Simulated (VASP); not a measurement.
Calculation: PBEsol GGA, VASP's PBE PAW potentials (set 64) (plane waves; VASP).

Input for VASP

POSCAR:
```
PbO
1.0
  3.9761926648   0.0000000000   0.0000000000
  0.0000000000   3.9761926648   0.0000000000
  0.0000000000   0.0000000000   3.4539932115
Pb O
2 2
direct
  0.5000000000   0.0000000000   0.6815642075
  0.0000000000   0.5000000000   0.3184357925
  0.5000000000   0.5000000000   0.0000000000
  0.0000000000   0.0000000000   0.0000000000
```

KPOINTS:
```
K-points
0
G
  6 6 7
```

INCAR:
```
# general
SYSTEM  = PbO
PREC    = Accurate
ENCUT   = 620
LREAL   = F
LASPH   = T

# electronic loop
EDIFF   = 1E-6
NELM    = 100
ALGO    = Normal
LMAXMIX = 4

# smearing
ISMEAR  = 0
SIGMA   = 0.05

# functional
GGA     = PS

# ions
IBRION  = 2
NSW     = 40
ISIF    = 3
EDIFFG  = -0.02
PSTRESS = 450

# output
LWAVE   = F
LCHARG  = F
```

POTCAR, in this order: Pb_d O (PBE.64 set). Program: vasp_std.

The resulting files:

File OSZICAR:
```
...
DAV:   6    -0.205122045589E+02    0.23482E-05   -0.15955E-05  2968   0.741E-02    0.455E-03
DAV:   7    -0.205122050585E+02   -0.49958E-06   -0.31059E-06  1536   0.197E-02
   7 F= -.61889361E+01 E0= -.61887612E+01  d E =-.216348E-01
       N       E                     dE             d eps       ncg     rms          rms(c)
DAV:   1    -0.206135915252E+02   -0.10139E+00   -0.16025E+00  2416   0.143E+01    0.936E-01
DAV:   2    -0.205969784190E+02    0.16613E-01   -0.56312E-02  2648   0.358E+00    0.495E-01
DAV:   3    -0.205894237125E+02    0.75547E-02   -0.12990E-02  2880   0.228E+00    0.120E-01
DAV:   4    -0.205892351524E+02    0.18856E-03   -0.26594E-03  2752   0.533E-01    0.415E-02
DAV:   5    -0.205892055218E+02    0.29631E-04   -0.22300E-04  2680   0.247E-01    0.103E-02
DAV:   6    -0.205892048012E+02    0.72059E-06   -0.23766E-05  2952   0.804E-02    0.539E-03
DAV:   7    -0.205892043344E+02    0.46677E-06   -0.17571E-06  1048   0.207E-02
   8 F= -.61938987E+01 E0= -.61938133E+01  d E =-.496269E-02
       N       E                     dE             d eps       ncg     rms          rms(c)
DAV:   1    -0.206324716406E+02   -0.43267E-01   -0.41279E-01  2384   0.718E+00    0.472E-01
DAV:   2    -0.206283120500E+02    0.41596E-02   -0.14925E-02  2720   0.181E+00    0.252E-01
DAV:   3    -0.206263237655E+02    0.19883E-02   -0.32575E-03  2864   0.114E+00    0.591E-02
DAV:   4    -0.206262815109E+02    0.42255E-04   -0.70943E-04  2760   0.273E-01    0.205E-02
DAV:   5    -0.206262733252E+02    0.81858E-05   -0.57101E-05  2624   0.128E-01    0.537E-03
DAV:   6    -0.206262729825E+02    0.34265E-06   -0.64128E-06  2320   0.438E-02
   9 F= -.61947109E+01 E0= -.61946611E+01  d E =-.577481E-02
       N       E                     dE             d eps       ncg     rms          rms(c)
DAV:   1    -0.206127769695E+02    0.13496E-01   -0.19602E-01  2504   0.431E+00    0.331E-01
DAV:   2    -0.206104935186E+02    0.22835E-02   -0.61723E-03  2560   0.116E+00    0.177E-01
DAV:   3    -0.206095478092E+02    0.94571E-03   -0.13699E-03  2864   0.690E-01    0.497E-02
DAV:   4    -0.206095013780E+02    0.46431E-04   -0.34666E-04  2824   0.190E-01    0.125E-02
DAV:   5    -0.206095010598E+02    0.31823E-06   -0.30327E-05  2448   0.952E-02    0.347E-03
DAV:   6    -0.206095007929E+02    0.26687E-06   -0.17312E-06  1104   0.280E-02
  10 F= -.61969449E+01 E0= -.61969157E+01  d E =-.223405E-02
       N       E                     dE             d eps       ncg     rms          rms(c)
DAV:   1    -0.205857430971E+02    0.23758E-01   -0.17823E+00  2416   0.130E+01    0.999E-01
DAV:   2    -0.205652905360E+02    0.20453E-01   -0.61764E-02  2560   0.351E+00    0.534E-01
DAV:   3    -0.205566858799E+02    0.86047E-02   -0.12016E-02  2848   0.206E+00    0.157E-01
DAV:   4    -0.205561757931E+02    0.51009E-03   -0.31822E-03  2872   0.585E-01    0.376E-02
DAV:   5    -0.205561670294E+02    0.87637E-05   -0.29247E-04  2512   0.292E-01    0.105E-02
DAV:   6    -0.205561658723E+02    0.11571E-05   -0.24983E-05  3048   0.865E-02    0.582E-03
DAV:   7    -0.205561658046E+02    0.67730E-07   -0.22473E-06  1088   0.249E-02
  11 F= -.62016824E+01 E0= -.62016672E+01  d E =-.697154E-02
       N       E                     dE             d eps       ncg     rms          rms(c)
DAV:   1    -0.205593857221E+02   -0.32198E-02   -0.73514E+00  2384   0.262E+01    0.205E+00
DAV:   2    -0.204732224412E+02    0.86163E-01   -0.27035E-01  2576   0.697E+00    0.109E+00
DAV:   3    -0.204377782057E+02    0.35444E-01   -0.47902E-02  2912   0.410E+00    0.339E-01
DAV:   4    -0.204351434248E+02    0.26348E-02   -0.13184E-02  2904   0.123E+00    0.771E-02
DAV:   5    -0.204351080054E+02    0.35419E-04   -0.13449E-03  2528   0.601E-01    0.214E-02
DAV:   6    -0.204351045564E+02    0.34490E-05   -0.10348E-04  3072   0.172E-01    0.116E-02
DAV:   7    -0.204351039788E+02    0.57760E-06   -0.13196E-05  2800   0.521E-02    0.201E-03
DAV:   8    -0.204351039428E+02    0.36028E-07   -0.69364E-07  1024   0.928E-03
  12 F= -.62015368E+01 E0= -.62014395E+01  d E =-.682594E-02
       N       E                     dE             d eps       ncg     rms          rms(c)
DAV:   1    -0.205356532256E+02   -0.10055E+00   -0.20208E+00  2584   0.142E+01    0.107E+00
DAV:   2    -0.205105042304E+02    0.25149E-01   -0.64320E-02  2536   0.365E+00    0.560E-01
DAV:   3    -0.205007853325E+02    0.97189E-02   -0.14105E-02  2808   0.221E+00    0.168E-01
DAV:   4    -0.205001585966E+02    0.62674E-03   -0.34746E-03  2872   0.612E-01    0.403E-02
DAV:   5    -0.205001408422E+02    0.17754E-04   -0.33285E-04  2504   0.307E-01    0.112E-02
DAV:   6    -0.205001402167E+02    0.62542E-06   -0.27875E-05  2976   0.845E-02    0.596E-03
DAV:   7    -0.205001398391E+02    0.37763E-06   -0.25132E-06  1208   0.226E-02
  13 F= -.62032839E+01 E0= -.62032446E+01  d E =-.857301E-02
       N       E                     dE             d eps       ncg     rms          rms(c)
DAV:   1    -0.204974299352E+02    0.27103E-02   -0.39490E-03  2568   0.622E-01    0.478E-02
DAV:   2    -0.204973798707E+02    0.50064E-04   -0.12400E-04  2528   0.162E-01    0.250E-02
DAV:   3    -0.204973608631E+02    0.19008E-04   -0.28165E-05  2840   0.988E-02    0.761E-03
DAV:   4    -0.204973598980E+02    0.96504E-06   -0.70215E-06  2592   0.275E-02
  14 F= -.62032838E+01 E0= -.62032426E+01  d E =-.857293E-02
       N       E                     dE             d eps       ncg     rms          rms(c)
DAV:   1    -0.205015603362E+02   -0.41995E-02   -0.31460E-02  2184   0.151E+00    0.101E-01
DAV:   2    -0.205014354585E+02    0.12488E-03   -0.12285E-03  2792   0.440E-01    0.596E-02
DAV:   3    -0.205013184990E+02    0.11696E-03   -0.18867E-04  2872   0.222E-01    0.556E-03
DAV:   4    -0.205013211537E+02   -0.26547E-05   -0.36524E-05  2192   0.685E-02    0.314E-03
DAV:   5    -0.205013209173E+02    0.23648E-06   -0.90869E-07  1064   0.166E-02
  15 F= -.62033960E+01 E0= -.62033459E+01  d E =-.112165E-03
       N       E                     dE             d eps       ncg     rms          rms(c)
DAV:   1    -0.205094026394E+02   -0.80815E-02   -0.11089E-01  2192   0.284E+00    0.188E-01
DAV:   2    -0.205089635431E+02    0.43910E-03   -0.43195E-03  2768   0.825E-01    0.112E-01
DAV:   3    -0.205085545754E+02    0.40897E-03   -0.66979E-04  2856   0.417E-01    0.104E-02
DAV:   4    -0.205085646819E+02   -0.10106E-04   -0.13005E-04  2200   0.130E-01    0.591E-03
DAV:   5    -0.205085642973E+02    0.38461E-06   -0.46017E-06  2024   0.309E-02
  16 F= -.62034734E+01 E0= -.62034036E+01  d E =-.189626E-03
       N       E                     dE             d eps       ncg     rms          rms(c)
DAV:   1    -0.205001603683E+02    0.84043E-02   -0.24190E-02  2880   0.146E+00    0.835E-02
DAV:   2    -0.205000023483E+02    0.15802E-03   -0.60505E-04  2840   0.332E-01    0.282E-02
DAV:   3    -0.204999744057E+02    0.27943E-04   -0.68887E-05  2576   0.184E-01    0.996E-03
DAV:   4    -0.204999729088E+02    0.14969E-05   -0.16392E-05  2912   0.511E-02    0.364E-03
DAV:   5    -0.204999733973E+02   -0.48853E-06   -0.13911E-06  1136   0.200E-02
  17 F= -.62035530E+01 E0= -.62034738E+01  d E =-.796151E-04
       N       E                     dE             d eps       ncg     rms          rms(c)
DAV:   1    -0.204827789777E+02    0.17194E-01   -0.10453E-01  2880   0.301E+00    0.174E-01
DAV:   2    -0.204820942150E+02    0.68476E-03   -0.26300E-03  2840   0.689E-01    0.585E-02
DAV:   3    -0.204819737245E+02    0.12049E-03   -0.29617E-04  2576   0.381E-01    0.209E-02
DAV:   4    -0.204819656822E+02    0.80423E-05   -0.71727E-05  3032   0.108E-01    0.761E-03
DAV:   5    -0.204819665398E+02   -0.85768E-06   -0.79713E-06  2336   0.417E-02
  18 F= -.62035936E+01 E0= -.62034923E+01  d E =-.120135E-03
```

**OUTCAR**
```
------------------------ aborting loop because EDIFF is reached ----------------------------------------
  FORCE on cell =-STRESS in cart. coord.  units (eV):
  Direction    XX          YY          ZZ          XY          YZ          ZX
  --------------------------------------------------------------------------------------
  Total       14.3141993     14.3141993     14.3458516      0.0000000     -0.0000000      0.0000000
  in kB      451.1291098    451.1291098    452.1266678      0.0000000     -0.0000000      0.0000000
  external PRESSURE =       1.4616291 kB  Pullay stress =     450.0000000 kB
  volume of cell :       50.84
      direct lattice vectors                 reciprocal lattice vectors
     3.968903005  0.000000000  0.000000000     0.251958790  0.000000000  0.000000000
     0.000000000  3.968903005 -0.000000000     0.000000000  0.251958790 -0.000000000
     0.000000000  0.000000000  3.227273860     0.000000000  0.000000000  0.309859046
 POSITION                                       TOTAL-FORCE (eV/Angst)
 -----------------------------------------------------------------------------------
      1.98445      0.00000      2.14702        -0.000000     -0.000000     -0.013421
      3.96890      1.98445      1.08026         0.000000      0.000000      0.013421
      1.98445      1.98445      3.22727         0.000000      0.000000      0.000000
      0.00000      0.00000      3.22727         0.000000     -0.000000      0.000000
 -----------------------------------------------------------------------------------
    total drift:                                0.000000     -0.000000      0.000000
  FREE ENERGIE OF THE ION-ELECTRON SYSTEM (eV)
  ---------------------------------------------------
  free  energy   TOTEN  =       -20.4819665398 eV

  energy  without entropy=      -20.4817641080  energy(sigma->0) =      -20.48186532
  enthalpy is  TOTEN    =        -6.2035935540 eV   P V=       14.2783729859

 reached required accuracy - stopping structural energy minimisation
```
(Selected blocks of OUTCAR.)

CONTCAR:
```
PbO
   1.00000000000000
     3.9689030053597314    0.0000000000000000    0.0000000000000000
     0.0000000000000000    3.9689030053597314   -0.0000000000000000
     0.0000000000000000    0.0000000000000000    3.2272738597227244
  Pb              O
     2     2
Direct
     0.5000000000000000    0.0000000000000000    0.6652725885974639
     1.0000000000000000    0.5000000000000000    0.3347274114025364
     0.5000000000000000    0.5000000000000000    1.0000000000000000
     0.0000000000000000    0.0000000000000000    1.0000000000000000
```

### OUTCAR
```
 val. band max:       10.7528449545   @ k =   0.5000   0.5000   0.0000

 cond. band min:      10.8419483063   @ k =   0.5000   0.5000   0.0000


 Fermi energy:        10.7973970987

 k-point     1 :       0.0000    0.0000    0.0000
  band No.  band energies     occupation
      1      -9.4267      2.00000
      2      -8.5998      2.00000
      3      -6.2082      2.00000
      4      -6.1250      2.00000
      5      -5.8839      2.00000
      6      -5.7578      2.00000
      7      -5.7578      2.00000
      8      -5.4630      2.00000
      9      -5.4630      2.00000
     10      -5.4248      2.00000
     11      -5.0889      2.00000
     12      -3.8659      2.00000
     13       2.8030      2.00000
     14       4.0349      2.00000
     15       4.0349      2.00000
     16       4.8765      2.00000
     17       7.6106      2.00000
     18       7.6106      2.00000
     19       8.4044      2.00000
     20       8.5356      2.00000
     21      16.1166      0.00000
     22      16.1166      0.00000
     23      16.6664      0.00000
     24      19.8451      0.00000

 k-point     2 :       0.1667    0.0000    0.0000
  band No.  band energies     occupation
      1      -9.2823      2.00000
      2      -8.5560      2.00000
      3      -6.1691      2.00000
      4      -6.1419      2.00000
      5      -5.9257      2.00000
      6      -5.7551      2.00000
      7      -5.7295      2.00000
      8      -5.4806      2.00000
      9      -5.4658      2.00000
     10      -5.4092      2.00000
     11      -5.1742      2.00000
     12      -4.0360      2.00000
     13       2.6193      2.00000
     14       2.8140      2.00000
     15       4.3067      2.00000
     16       6.1991      2.00000
     17       7.4003      2.00000
     18       7.8097      2.00000
     19       8.3394      2.00000
     20       8.9536      2.00000
     21      15.2683      0.00000
     22      16.2398      0.00000
     23      16.9480      0.00000
     24      20.4429      0.00000
...
```

Energy and stress use the plane-wave basis of the starting cell. Without a dispersion term in the relaxation, distances and binding between the weakly bound layers, chains or molecules are unreliable, and so is what depends on them. Unless said otherwise, spin-orbit coupling is left out, though it shifts the bands of the heavy elements here.

The compound is PbO in the litharge structure. This run relaxes it under an external pressure of 45 GPa. Symmetry was kept, so distortions that lower it aren't found.
